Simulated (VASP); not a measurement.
Computed with r2SCAN meta-GGA, VASP's PBE PAW potentials (set 64) (plane waves; VASP).

A VASP calculation is set up with these files.

### POSCAR
```
SiO2
1.0
  2.4651508701  -4.2697666715   0.0000000000
  2.4651508701   4.2697666715   0.0000000000
  0.0000000000   0.0000000000   5.4203856410
Si O
3 6
Cart
  3.6234047361  -2.2636120730   1.8067934069
  2.6137940082   0.0000000000   0.0000000000
  3.6234047361   2.2636120730   3.6135922341
  1.6778170041   0.6232813534   1.1611162514
  3.5516157671   1.1413915113   4.7747084855
  2.1660198391  -2.5050938068   2.4524705624
  3.5516157671  -1.1413915113   0.6456771555
  1.6778170041  -0.6232813534   4.2592693896
  2.1660198391   2.5050938068   2.9679150786
```

**KPOINTS_OPT**
```
k-points along high-symmetry lines
6
Line-mode
Reciprocal
  0.000000   0.000000   0.000000 ! GAMMA
  0.500000  -0.000000   0.000000 ! M

  0.500000  -0.000000   0.000000 ! M
  0.333333   0.333333   0.000000 ! K

  0.333333   0.333333   0.000000 ! K
  0.000000   0.000000   0.000000 ! GAMMA

  0.000000   0.000000   0.000000 ! GAMMA
  0.000000   0.000000   0.500000 ! A

  0.000000   0.000000   0.500000 ! A
  0.500000  -0.000000   0.500000 ! L

  0.500000  -0.000000   0.500000 ! L
  0.333333   0.333333   0.500000 ! H

  0.333333   0.333333   0.500000 ! H
  0.000000   0.000000   0.500000 ! A

  0.500000  -0.000000   0.500000 ! L
  0.500000  -0.000000   0.000000 ! M

  0.333333   0.333333   0.500000 ! H
  0.333333   0.333333   0.000000 ! K
```

### INCAR
```
SYSTEM = SiO2
PREC = Accurate; ENCUT = 520; LREAL = .False.
LASPH = .True.
EDIFF = 1E-7; NELM = 100; ALGO = Normal
LMIXTAU = .True.
ISMEAR = -5
METAGGA = R2SCAN
ISIF = 2
LWAVE = .False.; LCHARG = .False.; LORBIT = 11
NEDOS = 601
LEFG = .True.
```

KPOINTS:
```
kpoints
0
G
6 6 5
```

POTCAR, in this order: Si O (PBE.64 set). Program: vasp_std.

What VASP printed:

OSZICAR:
```
       N       E                     dE             d eps       ncg     rms          rms(c)
DAV:   1     0.292118785442E+03    0.29212E+03   -0.26378E+04  1566   0.157E+03
DAV:   2    -0.919624022949E+02   -0.38408E+03   -0.37557E+03  2068   0.349E+02
DAV:   3    -0.112878112973E+03   -0.20916E+02   -0.20853E+02  1836   0.919E+01
DAV:   4    -0.113137509964E+03   -0.25940E+00   -0.25904E+00  1852   0.112E+01
DAV:   5    -0.113142266371E+03   -0.47564E-02   -0.47550E-02  1806   0.148E+00    0.259E+01
DAV:   6    -0.945295976516E+02    0.18613E+02   -0.26987E+01  1771   0.271E+01    0.146E+01
DAV:   7    -0.874857326998E+02    0.70439E+01   -0.16376E+00  1791   0.109E+01    0.501E+00
DAV:   8    -0.949966267077E+02   -0.75109E+01   -0.32921E+00  1741   0.105E+01    0.311E+00
DAV:   9    -0.893366452594E+02    0.56600E+01   -0.15832E+00  1611   0.790E+00    0.710E-01
DAV:  10    -0.892766602078E+02    0.59985E-01   -0.38593E-01  1586   0.530E+00    0.774E-01
DAV:  11    -0.892300018844E+02    0.46658E-01   -0.90474E-03  1836   0.841E-01    0.628E-01
DAV:  12    -0.894481408636E+02   -0.21814E+00   -0.12498E-01  1581   0.308E+00    0.200E-01
DAV:  13    -0.894187184389E+02    0.29422E-01   -0.15254E-02  1821   0.899E-01    0.208E-01
DAV:  14    -0.894249412423E+02   -0.62228E-02   -0.50687E-03  1771   0.540E-01    0.998E-02
DAV:  15    -0.894297024124E+02   -0.47612E-02   -0.16135E-03  1696   0.440E-01    0.378E-02
DAV:  16    -0.894302229483E+02   -0.52054E-03   -0.20813E-04  1801   0.119E-01    0.370E-02
DAV:  17    -0.894303367803E+02   -0.11383E-03   -0.54355E-05  1801   0.530E-02    0.173E-02
DAV:  18    -0.894304539378E+02   -0.11716E-03   -0.12361E-04  1706   0.104E-01    0.115E-02
DAV:  19    -0.894305447476E+02   -0.90810E-04   -0.29143E-05  1746   0.519E-02    0.897E-03
DAV:  20    -0.894305424841E+02    0.22635E-05   -0.16060E-06  1826   0.108E-02    0.540E-03
DAV:  21    -0.894305442683E+02   -0.17842E-05   -0.44148E-07  1580   0.693E-03    0.251E-03
DAV:  22    -0.894305442949E+02   -0.26626E-07   -0.21445E-07  1183   0.439E-03
   1 F= -.89430544E+02 E0= -.89430544E+02  d E =0.000000E+00
       N       E                     dE             ncg
       N       E                     dE             ncg
```

File OUTCAR:
```
------------------------ aborting loop because EDIFF is reached ----------------------------------------
  FORCE on cell =-STRESS in cart. coord.  units (eV):
  Direction    XX          YY          ZZ          XY          YZ          ZX
  --------------------------------------------------------------------------------------
  Total        0.0168803      0.0168803      0.0880767      0.0000000      0.0000000      0.0000000
  in kB        0.2370194      0.2370194      1.2366984      0.0000000      0.0000000      0.0000000
  external PRESSURE =       0.5702457 kB  Pullay stress =       0.0000000 kB
  volume of cell :      114.11
      direct lattice vectors                 reciprocal lattice vectors
     2.465150870 -4.269766672  0.000000000     0.202827343 -0.117102418  0.000000000
     2.465150870  4.269766672  0.000000000     0.202827343  0.117102418  0.000000000
     0.000000000  0.000000000  5.420385641     0.000000000  0.000000000  0.184488718
 POSITION                                       TOTAL-FORCE (eV/Angst)
 -----------------------------------------------------------------------------------
      1.15825      2.00615      1.80679        -0.005462     -0.009460      0.000000
      2.61379      0.00000      0.00000         0.010923      0.000000      0.000000
      1.15825     -2.00615      3.61359        -0.005462      0.009460     -0.000000
      1.67782      0.62328      1.16112         0.018169     -0.002288     -0.003179
      3.55162      1.14139      4.77471        -0.007103      0.016879     -0.003179
      2.16602     -2.50509      2.45247        -0.011066      0.014591      0.003179
      3.55162     -1.14139      0.64568        -0.007103     -0.016879      0.003179
      1.67782     -0.62328      4.25927         0.018169      0.002288      0.003179
      2.16602      2.50509      2.96792        -0.011066     -0.014591     -0.003179
 -----------------------------------------------------------------------------------
    total drift:                               -0.001537      0.000644      0.000001
  FREE ENERGIE OF THE ION-ELECTRON SYSTEM (eV)
  ---------------------------------------------------
  free  energy   TOTEN  =       -89.4305442949 eV

  energy  without entropy=      -89.4305442949  energy(sigma->0) =      -89.43054429

 total charge

# of ion       s       p       d       tot
------------------------------------------
    1        0.634   1.001   0.000   1.634
    2        0.634   1.001   0.000   1.634
    3        0.634   1.001   0.000   1.634
    4        1.556   3.727   0.000   5.283
    5        1.556   3.727   0.000   5.283
    6        1.556   3.727   0.000   5.283
    7        1.556   3.727   0.000   5.283
    8        1.556   3.727   0.000   5.283
    9        1.556   3.727   0.000   5.283
--------------------------------------------------
tot         11.236  25.366   0.000  36.602

 Electric field gradients after diagonalization (V/A^2)
 (convention: |V_zz| > |V_xx| > |V_yy|)
----------------------------------------------------------------------
 ion       V_xx      V_yy      V_zz     asymmetry (V_yy - V_xx)/ V_zz
----------------------------------------------------------------------
   1      -6.526    -1.170     7.696       0.696
   2      -6.527    -1.170     7.696       0.696
   3      -6.526    -1.170     7.696       0.696
   4     -52.275   -34.130    86.405       0.210
   5     -52.276   -34.128    86.405       0.210
   6     -52.276   -34.130    86.406       0.210
   7     -52.276   -34.128    86.405       0.210
   8     -52.275   -34.130    86.405       0.210
   9     -52.276   -34.130    86.406       0.210
```
(Selected blocks of OUTCAR.)

The compound is SiO2 in the quartz structure. It was relaxed first.
